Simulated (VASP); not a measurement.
Output of a VASP run:

OSZICAR:
```
       N       E                     dE             d eps       ncg     rms          rms(c)
DAV:   1     0.329403618483E+03    0.32940E+03   -0.14044E+04   416   0.979E+02
DAV:   2     0.232483861836E+02   -0.30616E+03   -0.30063E+03   500   0.291E+02
DAV:   3    -0.154896239745E+02   -0.38738E+02   -0.38597E+02   512   0.125E+02
DAV:   4    -0.169892751261E+02   -0.14997E+01   -0.14955E+01   512   0.326E+01
DAV:   5    -0.170635564719E+02   -0.74281E-01   -0.74256E-01   540   0.549E+00    0.454E+00
DAV:   6    -0.165987920504E+02    0.46476E+00   -0.88704E-01   592   0.989E+00    0.268E+00
DAV:   7    -0.165679424864E+02    0.30850E-01   -0.46597E-01   680   0.481E+00    0.125E+00
DAV:   8    -0.165738921820E+02   -0.59497E-02   -0.36338E-02   512   0.146E+00    0.690E-01
DAV:   9    -0.165779690426E+02   -0.40769E-02   -0.10955E-02   536   0.105E+00    0.114E-01
DAV:  10    -0.165781676583E+02   -0.19862E-03   -0.23786E-03   624   0.495E-01    0.688E-02
DAV:  11    -0.165784047901E+02   -0.23713E-03   -0.56736E-04   484   0.145E-01    0.195E-02
DAV:  12    -0.165784181860E+02   -0.13396E-04   -0.63291E-05   552   0.903E-02    0.114E-02
DAV:  13    -0.165784195728E+02   -0.13868E-05   -0.90720E-06   584   0.263E-02    0.473E-03
DAV:  14    -0.165784197811E+02   -0.20831E-06   -0.62378E-07   304   0.524E-03
   1 F= -.16578420E+02 E0= -.16578420E+02  d E =-.189040E-11  mag=     0.0000     0.0000    -0.0000
```

File OUTCAR:
```
------------------------ aborting loop because EDIFF is reached ----------------------------------------
  FORCE on cell =-STRESS in cart. coord.  units (eV):
  Direction    XX          YY          ZZ          XY          YZ          ZX
  --------------------------------------------------------------------------------------
  Total        1.1779796      1.1779796      1.1779796      0.0000000     -0.0000000      0.0000000
  in kB        9.3311260      9.3311260      9.3311260      0.0000000     -0.0000000      0.0000000
  external PRESSURE =       9.3311260 kB  Pullay stress =       0.0000000 kB
  volume of cell :      202.26
      direct lattice vectors                 reciprocal lattice vectors
     5.870000000  0.000000000  0.000000000     0.170357751  0.000000000  0.000000000
     0.000000000  5.870000000  0.000000000     0.000000000  0.170357751  0.000000000
     0.000000000  0.000000000  5.870000000     0.000000000  0.000000000  0.170357751
 POSITION                                       TOTAL-FORCE (eV/Angst)
 -----------------------------------------------------------------------------------
      0.00000      0.00000      0.00000         0.000000      0.000000      0.000000
      2.93500      2.93500      2.93500         0.000000      0.000000      0.000000
      2.93500      0.00000      2.93500         0.000000      0.000000      0.000000
      0.00000      2.93500      2.93500         0.000000      0.000000      0.000000
      2.93500      2.93500      0.00000         0.000000      0.000000      0.000000
 -----------------------------------------------------------------------------------
    total drift:                                0.000000      0.000000      0.000000
  FREE ENERGIE OF THE ION-ELECTRON SYSTEM (eV)
  ---------------------------------------------------
  free  energy   TOTEN  =       -16.5784197811 eV

  energy  without entropy=      -16.5784197811  energy(sigma->0) =      -16.57841978

 total charge

# of ion       s       p       d       tot
------------------------------------------
    1        1.842   4.717   0.011   6.570
    2        1.484   0.524   9.843  11.851
    3        1.613   3.241   0.009   4.863
    4        1.613   3.241   0.009   4.863
    5        1.613   3.241   0.009   4.863
--------------------------------------------------
tot          8.164  14.964   9.881  33.009

 magnetization (x)

# of ion       s       p       d       tot
------------------------------------------
    1        0.000   0.000  -0.000  -0.000
    2        0.000   0.000   0.000   0.000
    3        0.000   0.000   0.000   0.000
    4        0.000   0.000   0.000   0.000
    5        0.000   0.000   0.000   0.000
--------------------------------------------------
tot          0.000   0.000  -0.000   0.000

 magnetization (y)

# of ion       s       p       d       tot
------------------------------------------
    1        0.000   0.000  -0.000   0.000
    2        0.000   0.000   0.000   0.000
    3        0.000   0.000   0.000   0.000
    4        0.000   0.000   0.000   0.000
    5       -0.000   0.000   0.000  -0.000
--------------------------------------------------
tot         -0.000   0.000  -0.000   0.000

 magnetization (z)

# of ion       s       p       d       tot
------------------------------------------
    1        0.000   0.000  -0.000   0.000
    2        0.000   0.000   0.000   0.000
    3       -0.000   0.000   0.000  -0.000
...
```
(Selected blocks of OUTCAR.)

### POSCAR
```
CsPbBr3
1
    5.8700000000     0.0000000000     0.0000000000
    0.0000000000     5.8700000000     0.0000000000
    0.0000000000     0.0000000000     5.8700000000
Cs Pb Br
1 1 3
Direct
  0.0000000000   0.0000000000   0.0000000000
  0.5000000000   0.5000000000   0.5000000000
  0.5000000000   0.0000000000   0.5000000000
  0.0000000000   0.5000000000   0.5000000000
  0.5000000000   0.5000000000   0.0000000000
```

Task: Write an INCAR and KPOINTS that could have produced this output.

Result: One answer among several that fit: the input of the run itself, PBE GGA with spin-orbit coupling, plane waves, VASP's PBE PAW potentials (set 64).

**INCAR**
```
ALGO = Normal
EDIFF = 1E-6
ENCUT = 300
GGA = PE
GGA_COMPAT = .FALSE.
ISIF = 2
ISMEAR = -1
LASPH = .TRUE.
LCHARG = .FALSE.
LMAXMIX = 4
LNONCOLLINEAR = .TRUE.
LORBIT = 11
LREAL = .FALSE.
LSORBIT = .TRUE.
LWAVE = .FALSE.
MAGMOM = 0.0 0.0 0.0 0.0 0.0 0.0 0.0 0.0 0.0 0.0 0.0 0.0 0.0 0.0 0.0
NELM = 100
PREC = Accurate
SIGMA = 0.01
SYSTEM = CsPbBr3
```

**KPOINTS**
```
Regular mesh
0
Gamma
  3 3 3
0 0 0
```

POTCAR, in this order: Cs_sv Pb_d Br (PBE.64 set). Program: vasp_ncl.

At this cut-off the stress carries a Pulay error, which pulls relaxed volumes low.

The structure is a typed CsPbBr3 crystal (Pm-3m). The cell was not relaxed at this level. The run is one of a series of settings (GGA_COMPAT = .FALSE., LNONCOLLINEAR = .TRUE., LSORBIT = .TRUE., MAGMOM = 0.0 0.0 0.0 0.0 0.0 0.0 0.0 0.0 0.0 0.0 0.0 0.0 0.0 0.0 0.0, program vasp_ncl against the base run), some of them coarse on purpose.
